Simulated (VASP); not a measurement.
Data:

```yaml
crystal:
  lattice:
    - [0.00000, 3.02533, 3.02533]
    - [3.02533, 0.00000, 3.02533]
    - [3.02533, 3.02533, 0.00000]
  atoms:
    - { symbol: Ga, position: [0.00000, 0.00000, 0.00000] }
    - { symbol: Sb, position: [0.25000, 0.25000, 0.25000] }
```

Method: rev-vdW-DF2, VASP's PBE PAW potentials (set 64) (plane waves; VASP 6.6.1). Numerical set-up: 520 eV cut-off, 10×10×10 Γ-centred mesh, first-order Methfessel-Paxton smearing of 0.10 eV, potentials Ga_d Sb.

**Question.** The job: GaSb (zinc blende), 2 atoms, rev-vdW-DF2, static run, 520 eV, 10×10×10 Γ-centred mesh. Roughly how much core time does it take on a busy server core?

**Answer.** About 40 core-seconds (one run on a shared machine, a rough figure). It had 47 irreducible k-points, 13 bands, up to 1524 plane waves and 13 electronic steps.

The compound is GaSb in the zinc blende structure. This cell is one point of a volume scan, at 0.94 of the reference volume.
